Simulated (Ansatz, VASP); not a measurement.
# GaN: VASP beside Ansatz, part 2 of 2

Wanted: the spread between two codes on one cell, functional and k mesh. The cell is taken from a series of runs on this material, whose earlier steps may have relaxed, scaled, displaced or heated it; both programs get it as it stands.

VASP 6.6.1 and Ansatz 0.2.0.

So far. Step 2 (Ansatz: single point, HSE06): The run ends at a pressure of 0.02 GPa, with forces up to 0.019 eV/Å.

### 3. VASP: single point, HSE06

Level of this step: HSE06; plane waves and PAW (Ga_d, N) (VASP).

The same cell, functional, mesh and smearing now go to VASP, with its own data sets.

Lines of VASP's logs that name or quote its potential files are left out, and so is its time.

The run reads the wave functions of an earlier VASP run, which isn't shown here.

INCAR

```
SYSTEM = GaN
PREC = Accurate
ENCUT = 520
EDIFF = 1E-06
NELM = 100
ISMEAR = -1
SIGMA = 0.02
LREAL = .FALSE.
ALGO = Normal
LHFCALC = .TRUE.
AEXX = 0.25
GGA = PE
HFSCREEN = 0.208
LASPH = .TRUE.
NBANDS = 24
PRECFOCK = Fast
LORBIT = 11
LWAVE = .FALSE.
LCHARG = .FALSE.
KPAR = 8
ISIF = 2
```

POSCAR

```
GaN
1.0
    3.1826590000      0.0000000000      0.0000000000
   -1.5913295000      2.7562635456      0.0000000000
    0.0000000000      0.0000000000      5.1856050000
Ga N
2 2
Direct
    0.3333333333      0.6666666667      0.0002587000
    0.6666666667      0.3333333333      0.5002587000
    0.6666666667      0.3333333333      0.1236486000
    0.3333333333      0.6666666667      0.6236486000
```

KPOINTS

```
Automatic mesh
0
Gamma
7 7 4
0 0 0
```

Potentials, in the order of the species: Ga_d and N (PBE family, release 64).

Launch:

```sh
$ mpirun -np 8 vasp_std
```

Numbers of over 12 decimals in the logs are rounded to 6 here.

What it wrote:

```text
[banner, memory and clock lines left out]
running    8 mpi-ranks, on    1 nodes
 distrk:  each k-point on    1 cores,    8 groups
 distr:  one band on    1 cores,    1 groups

 POSCAR found type information on POSCAR GaN
 POSCAR found :  2 types and       4 ions
|                                                                             |
|           W    W    AA    RRRRR   N    N  II  N    N   GGGG   !!!           |
|           W    W   A  A   R    R  NN   N  II  NN   N  G    G  !!!           |
|           W    W  A    A  R    R  N N  N  II  N N  N  G       !!!           |
|           W WW W  AAAAAA  RRRRR   N  N N  II  N  N N  G  GGG   !            |
|           WW  WW  A    A  R   R   N   NN  II  N   NN  G    G                |
|           W    W  A    A  R    R  N    N  II  N    N   GGGG   !!!           |
|                                                                             |
|     For optimal performance we recommend to set                             |
|       NCORE = 2 up to number-of-cores-per-socket                            |
|     NCORE specifies how many cores store one orbital (NPAR=cpu/NCORE).      |
|     This setting can greatly improve the performance of VASP for DFT.       |
|     The default, NCORE=1 might be grossly inefficient on modern             |
|     multi-core architectures or massively parallel machines. Do your        |
|     Unfortunately you need to use the default for GW and RPA                |
|     calculations (for HF NCORE is supported but not extensively tested      |
|     yet).                                                                   |
|                                                                             |

 LDA part: xc-table for (Slater+PW92), standard interpolation
 found WAVECAR, reading the header
 POSCAR, INCAR and KPOINTS ok, starting setup
 FFT: planning ... GRIDC
 FFT: planning ... GRID_SOFT
 FFT: planning ... GRID
 reading WAVECAR
 the WAVECAR file was read successfully
 initial charge from wavefunction
 entering main loop
       N       E                     dE             d eps       ncg     rms          rms(c)
DAV:   1    -0.295244995039E+02   -0.29524E+02   -0.12122E+00  1616   0.306E+01    0.790E-01
DAV:   2    -0.295224850456E+02    0.20145E-02   -0.14244E-01  1704   0.724E+00    0.583E-01
DAV:   3    -0.295191333633E+02    0.33517E-02   -0.17418E-02  1816   0.253E+00    0.354E-01
DAV:   4    -0.295187918540E+02    0.34151E-03   -0.43431E-03  1744   0.670E-01    0.166E-01
DAV:   5    -0.295186056707E+02    0.18618E-03   -0.21598E-04  1424   0.144E-01    0.926E-02
DAV:   6    -0.295185338276E+02    0.71843E-04   -0.31583E-05  1480   0.538E-02    0.523E-02
DAV:   7    -0.295185085796E+02    0.25248E-04   -0.85218E-06  1296   0.267E-02    0.300E-02
DAV:   8    -0.295184995830E+02    0.89966E-05   -0.29963E-06  1216   0.166E-02    0.175E-02
DAV:   9    -0.295184963330E+02    0.32500E-05   -0.13177E-06   872   0.108E-02    0.105E-02
DAV:  10    -0.295184951057E+02    0.12273E-05   -0.56912E-07   712   0.732E-03    0.638E-03
DAV:  11    -0.295184946368E+02    0.46891E-06   -0.25608E-07   688   0.503E-03
   1 F= -.29518495E+02 E0= -.29518495E+02  d E =-.259444E-11
```

Parts of OUTCAR (step 3):

```text
ion  position               nearest neighbor table
   1  0.333  0.667  0.000-   3 1.95   3 1.95   3 1.95   4 1.95
   2  0.667  0.333  0.500-   4 1.95   4 1.95   4 1.95   3 1.95
   3  0.667  0.333  0.124-   1 1.95   1 1.95   1 1.95   2 1.95
   4  0.333  0.667  0.624-   2 1.95   2 1.95   2 1.95   1 1.95

  LATTYP: Found a hexagonal cell.
 ALAT       =     3.1826590000
 C/A-ratio  =     1.6293310091

 Subroutine GETGRP returns: Found 12 space group operations
 (whereof  6 operations were pure point group operations)

The static configuration has the point symmetry C_3v.
 The point group associated with its full space group is C_6v.

 Found     24 irreducible k-points:

   k-points           NKPTS =     24   k-points in BZ     NKDIM =    196   number of bands    NBANDS=     24

   dimension x,y,z NGX =    24 NGY =   24 NGZ =   40
   dimension x,y,z NGXF=    48 NGYF=   48 NGZF=   80

   ENCUT  =  520.0 eV  38.22 Ry    6.18 a.u.   5.92  5.92  9.64*2*pi/ulx,y,z

   NELECT =      36.0000    total number of electrons

 k-points in reciprocal lattice and weights: Automatic mesh
   0.00000000  0.00000000  0.00000000       0.005
   0.14285714  0.00000000  0.00000000       0.031
   0.28571429  0.00000000  0.00000000       0.031
   0.42857143  0.00000000  0.00000000       0.031
   0.14285714  0.14285714  0.00000000       0.031
   0.28571429  0.14285714  0.00000000       0.061
   0.42857143  0.14285714  0.00000000       0.031
   0.28571429  0.28571429  0.00000000       0.031
   0.00000000  0.00000000  0.25000000       0.010
[...]
0.42857143  0.14285714  0.50000000       0.031
   0.28571429  0.28571429  0.50000000       0.031

  exchange ACFDT corr.  =         0.00000000  see jH, gK, PRB 81, 115126

 average (electrostatic) potential at core
       1 -56.4237       2 -56.4237       3 -56.9395       4 -56.9395

 E-fermi :   4.9847

 k-point     1 :       0.0000    0.0000    0.0000
  band No.  band energies     occupation
    ...
     14       3.4194      2.00000
     15       3.4194      2.00000
     16       4.5060      2.00000
     17       4.5428      2.00000
     18       4.5428      2.00000
     19       7.7521      0.00000
     20      10.2640      0.00000
     21      15.5243      0.00000
     22      16.0382      0.00000
     23      16.0382      0.00000
    ...

 k-point     2 :       0.1429    0.0000    0.0000
  band No.  band energies     occupation
    ...
     14       2.0311      2.00000
     15       2.9975      2.00000
     16       3.1201      2.00000
     17       4.2832      2.00000
     18       4.3469      2.00000
     19       9.0043      0.00000
     20      11.3741      0.00000
     21      14.5566      0.00000
     22      15.2055      0.00000
     23      16.5673      0.00000
    ...

 k-point     3 :       0.2857    0.0000    0.0000
  band No.  band energies     occupation
    ...
     14      -0.2710      2.00000
     15       0.9697      2.00000
     16       2.2016      2.00000
     17       3.5522      2.00000
     18       3.8808      2.00000
     19      10.5324      0.00000
     20      11.9088      0.00000
     21      13.1037      0.00000
     22      14.6701      0.00000
     23      16.5012      0.00000
    ...

  Total        0.0078362      0.0078362     -0.1150692      0.0000000      0.0000000      0.0000000
  in kB        0.2759981      0.2759981     -4.0528388      0.0000000      0.0000000      0.0000000
  external PRESSURE =      -1.1669475 kB  Pullay stress =       0.0000000 kB

  energy-cutoff  :      520.00
  volume of cell :       45.49
      direct lattice vectors                 reciprocal lattice vectors
     3.182659000  0.000000000  0.000000000     0.314202684  0.181405004  0.000000000
    -1.591329500  2.756263546  0.000000000     0.000000000  0.362810008  0.000000000
     0.000000000  0.000000000  5.185605000     0.000000000  0.000000000  0.192841530

 POSITION                                       TOTAL-FORCE (eV/Angst)
 -----------------------------------------------------------------------------------
     -0.00000      1.83751      0.00134        -0.000000     -0.000000      0.018606
      1.59133      0.91875      2.59414         0.000000     -0.000000      0.018606
      1.59133      0.91875      0.64119         0.000000     -0.000000     -0.018606
     -0.00000      1.83751      3.23400        -0.000000      0.000000     -0.018606
 -----------------------------------------------------------------------------------
    total drift:                               -0.000004     -0.000001      0.000507

  FREE ENERGIE OF THE ION-ELECTRON SYSTEM (eV)
  ---------------------------------------------------
  free  energy   TOTEN  =       -29.5184946368 eV

  energy  without entropy=      -29.5184946368  energy(sigma->0) =      -29.51849464

 total charge
# of ion       s       p       d       tot
------------------------------------------
    1        0.753   0.897  10.204  11.853
    2        0.753   0.897  10.204  11.853
    3        1.221   2.545   0.000   3.766
    4        1.221   2.545   0.000   3.766
--------------------------------------------------
tot          3.948   6.884  20.407  31.239

[... 3 further parts left out ...]
```

The run ends at a pressure of -0.12 GPa, with forces up to 0.019 eV/Å.

### 4. Side by side

Known differences besides the potentials themselves: exact exchange at q = 0 is treated differently, which shows on coarse meshes; VASP keeps PBE cores, Ansatz makes them for the functional; the cutoff is 600 eV in Ansatz and 520 eV in VASP; VASP takes a coarser grid for exact exchange (PRECFOCK = Fast). Total energies have different zeros and are not compared.

Compared:

```tsv
quantity	Ansatz	VASP	difference
pressure (GPa)	0.02	-0.12	+0.14
gap on the k mesh (eV)	3.196	3.209	-0.013
```

A gap on the mesh is an upper bound, since the band edges may lie between its points.

### 5. Summary of results

| Item | Value |
| --- | --- |
| difference in gap on the k mesh (single point, HSE06) | -0.013 eV |

In words: The difference in gap on the k mesh is -0.013 eV (single point, HSE06), within the 0.08 eV picked in this series as the mark of a large difference. How closely two codes agree says nothing of how well the functional describes the real material.

[Lines on the potential files, build, host, timing and source positions are cut from VASP's logs without a mark.]

[Logs are printed without paths, hosts, clocks, repeated set-up lines and the standing remarks that a program may print on its own settings, such as how far it seeks lower states.]

[Hosts, paths, dates, database ids (printed as entryN), source tags and the programs' standing remarks are cut or masked in the printed files.]
